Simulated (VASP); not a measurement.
Consider the following.

```
CELL_PARAMETERS angstrom
      0.00000     2.20163     2.20163
      2.20163     0.00000     2.20163
      2.20163     2.20163     0.00000
ATOMIC_POSITIONS crystal
  Nb 0.00000 0.00000 0.00000
  N  0.50000 0.50000 0.50000
```

The numbers are results of optB86b-vdW, VASP's PBE PAW potentials (set 64) (plane waves; VASP 6.6.1), not measurements. Settings: 520 eV cut-off, 16×16×16 Γ-centred mesh, tetrahedra with Blöchl corrections, potentials Nb_sv N.

Task: Tabulate the total density of states (states/eV per cell) against energy (eV; zero at the valence-band maximum or, without a gap, the Fermi level).

Result: 
```
E (eV) | DOS (states/eV)
   -10.00 |  0.00
    -9.88 |  0.00
    -9.64 |  0.00
    -9.52 |  0.00
    -9.28 |  0.00
    -9.16 |  0.00
    -8.92 | # 0.10
    -8.80 | # 0.16
    -8.68 | ## 0.23
    -8.45 | ### 0.36
    -8.33 | ### 0.44
    -8.09 | ##### 0.70
    -7.97 | ####### 0.91
    -7.85 | ######## 0.99
    -7.61 | ######## 1.02
    -7.49 | ######## 1.09
    -7.25 | ######### 1.10
    -7.13 | ####### 0.92
    -6.89 | ########## 1.25
    -6.77 | ############# 1.71
    -6.65 | ################# 2.15
    -6.42 | ################### 2.49
    -6.29 | #################### 2.58
    -6.06 | ############################## 3.89
    -5.94 | ############################ 3.64
    -5.82 | #################### 2.56
    -5.58 | ############ 1.59
    -5.46 | ########## 1.35
    -5.22 | ######## 1.07
    -5.10 | ####### 0.96
    -4.86 | ###### 0.75
    -4.74 | ##### 0.66
    -4.62 | #### 0.58
    -4.38 | ### 0.44
    -4.26 | ## 0.31
    -4.03 | # 0.16
    -3.91 | # 0.14
    -3.79 | # 0.17
    -3.55 | # 0.18
    -3.43 | # 0.19
    -3.19 | ## 0.23
    -3.07 | ## 0.25
    -2.83 | ## 0.30
    -2.71 | ### 0.33
    -2.59 | ### 0.35
    -2.35 | ### 0.40
    -2.23 | ### 0.43
    -2.00 | #### 0.52
    -1.88 | #### 0.56
    -1.76 | #### 0.58
    -1.52 | ##### 0.61
    -1.40 | ##### 0.63
    -1.16 | ##### 0.67
    -1.04 | ##### 0.70
    -0.80 | ###### 0.75
    -0.68 | ###### 0.78
    -0.56 | ###### 0.83
    -0.32 | ####### 0.93
    -0.20 | ####### 0.92
     0.04 | ####### 0.93
     0.15 | ######## 0.97
     0.28 | ######## 0.99
     0.51 | ######### 1.10
     0.63 | ######### 1.16
     0.87 | ########### 1.44
     0.99 | ############ 1.58
     1.23 | ############# 1.71
     1.35 | ############### 1.94
     1.47 | ################ 2.09
     1.71 | ################### 2.45
     1.83 | #################### 2.53
     2.07 | ############### 2.00
     2.19 | ############## 1.81
     2.31 | ############# 1.69
     2.54 | ################# 2.19
     2.66 | ################# 2.14
     2.90 | ##### 0.68
     3.02 | ###### 0.73
     3.26 | ###### 0.80
     3.38 | ####### 0.88
```
Within 2 eV below the Fermi level the largest weight inside VASP's projection spheres is Nb d, then N p.

The compound is NbN in the rock salt structure, the cubic δ form, which competes with hexagonal ones. It was relaxed first. VASP warned that the highest band is occupied, so more bands are needed.
